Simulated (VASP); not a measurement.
Data:

```
CELL_PARAMETERS angstrom
      0.00000     2.84883     2.84883
      2.84883     0.00000     2.84883
      2.84883     2.84883     0.00000
ATOMIC_POSITIONS crystal
  Hg 0.00000 0.00000 0.00000
  Te 0.25000 0.25000 0.25000
```

All values below come from LDA (Ceperley-Alder, Perdew-Zunger), VASP's LDA PAW potentials (set 64) (plane waves; VASP). Run with 500 eV cut-off, 8×8×8 Γ-centred mesh, Gaussian smearing of 0.050 eV, potentials Hg Te.

Unless said otherwise, spin-orbit coupling is left out, though it shifts the bands of the heavy elements here.

Question: Estimate the energy per atom (σ→0), pressure, band gap (on the k-mesh) with the smallest direct gap where there is one.

Answer: 
The band gap (on the k-mesh) is 0.13 eV, the smallest direct gap (on the k-mesh) comes out as 0.13 eV and the energy per atom (σ→0) is -145.4 kJ/mol-atom. The pressure is 45.10 GPa.

The compound is HgTe in the zinc blende structure. It was relaxed first under an external pressure of 45 GPa.
